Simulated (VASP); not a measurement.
```yaml
crystal:
  lattice:
    - [0.00000, 2.70150, 2.77592]
    - [2.73584, 0.00000, 2.77592]
    - [2.73584, 2.70150, 0.00000]
  atoms:
    - { symbol: Ce, position: [0.00000, 0.00000, 0.00000] }
    - { symbol: O, position: [0.25000, 0.25000, 0.25000] }
    - { symbol: O, position: [0.74625, 0.75375, 0.75375] }
```

Computed with PBE GGA, VASP's PBE PAW potentials (set 64) (plane waves; VASP). Settings: 520 eV cut-off, 4×4×4 Monkhorst-Pack mesh, Gaussian smearing of 0.050 eV, potentials Ce O.

Task: Give the force on each atom (eV/Å).

Result: 
```csv
atom,Fx,Fy,Fz
Ce1,0.062,0.000,0.000
O2,0.072,0.000,0.000
O3,-0.134,0.000,0.000
```

Task: Give the stress tensor in GPa (positive for a compressed cell).

Result: 
```
-0.86   0.00   0.00
 0.00   2.05   0.06
 0.00   0.06  -4.33
```
The pressure is its mean diagonal, -1.05 GPa.

The compound is CeO2 in the fluorite structure. The cell was not relaxed at this level, atoms are displaced from their ideal sites. The k-mesh is coarse (spacing up to 0.50 per Å, 2π included), so the numbers may not be converged in it. The run is one of a series of settings (KPOINTS 4×4×4 Monkhorst-Pack mesh against the base run), some of them coarse on purpose. The run is not spin-polarised, so no magnetic state was tried.
